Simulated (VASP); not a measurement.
OSZICAR of a VASP run on Sn24O48:

**OSZICAR**
```
       N       E                     dE             d eps       ncg     rms          rms(c)
DAV:   1     0.380551020147E+04    0.38055E+04   -0.18759E+05   468   0.132E+03
DAV:   2    -0.103368130402E+03   -0.39089E+04   -0.37583E+04   648   0.353E+02
DAV:   3    -0.515675686003E+03   -0.41231E+03   -0.40674E+03   528   0.126E+02
DAV:   4    -0.527532229364E+03   -0.11857E+02   -0.11751E+02   576   0.212E+01
DAV:   5    -0.527828862408E+03   -0.29663E+00   -0.29531E+00   528   0.320E+00    0.550E+01
RMM:   6    -0.450247595141E+03    0.77581E+02   -0.32066E+02   460   0.319E+01    0.216E+01
RMM:   7    -0.451264737184E+03   -0.10171E+01   -0.36057E+01   462   0.882E+00    0.117E+01
RMM:   8    -0.450247682272E+03    0.10171E+01   -0.43081E+00   460   0.441E+00    0.247E+00
RMM:   9    -0.450325088726E+03   -0.77406E-01   -0.14988E+00   499   0.205E+00    0.101E+00
RMM:  10    -0.450362942160E+03   -0.37853E-01   -0.39679E-01   501   0.997E-01    0.786E-01
RMM:  11    -0.450350197023E+03    0.12745E-01   -0.82803E-02   460   0.559E-01    0.558E-02
RMM:  12    -0.450351675109E+03   -0.14781E-02   -0.14707E-02   503   0.204E-01    0.104E-01
RMM:  13    -0.450351662370E+03    0.12739E-04   -0.22886E-03   518   0.776E-02    0.412E-02
RMM:  14    -0.450351670796E+03   -0.84256E-05   -0.49806E-04   496   0.339E-02    0.106E-02
RMM:  15    -0.450351680875E+03   -0.10079E-04   -0.80114E-05   384   0.156E-02    0.139E-02
RMM:  16    -0.450351677225E+03    0.36501E-05   -0.37775E-05   335   0.108E-02
   1 F= -.45035168E+03 E0= -.45035168E+03  d E =-.450352E+03
       N       E                     dE             d eps       ncg     rms          rms(c)
DAV:   1    -0.450351421248E+03    0.25963E-03   -0.30672E+00   568   0.437E+00    0.299E-01
RMM:   2    -0.450357086261E+03   -0.56650E-02   -0.62968E-02   460   0.547E-01    0.123E-01
RMM:   3    -0.450357214972E+03   -0.12871E-03   -0.61177E-03   490   0.168E-01    0.739E-02
RMM:   4    -0.450357100528E+03    0.11444E-03   -0.12062E-03   460   0.752E-02    0.127E-02
RMM:   5    -0.450357126007E+03   -0.25479E-04   -0.25610E-04   495   0.275E-02    0.866E-03
RMM:   6    -0.450357129330E+03   -0.33226E-05   -0.21453E-05   285   0.103E-02
   2 F= -.45035713E+03 E0= -.45035713E+03  d E =-.545210E-02
```

Q: Which electronic solver shows in the log?

A: It is blocked Davidson (ALGO = Normal, or the opening steps of other solvers) and then RMM-DIIS (ALGO = Fast or VeryFast). The INCAR had ALGO = Fast.

Q: Can the final energy be trusted as converged?

A: Self-consistency was reached. It stopped with EDIFF = 1E-5, NELM = 100, NSW = 20 and EDIFFG = -0.03 after 2 ionic steps (PBE GGA, plane waves, VASP's PBE PAW potentials (set 64)).  The supercell is sampled at Γ alone, which is coarse: total energies, pressure and levels can be off, energies of defects by several tenths of an eV.

The cell is a supercell, built from SnO2 (rutile).
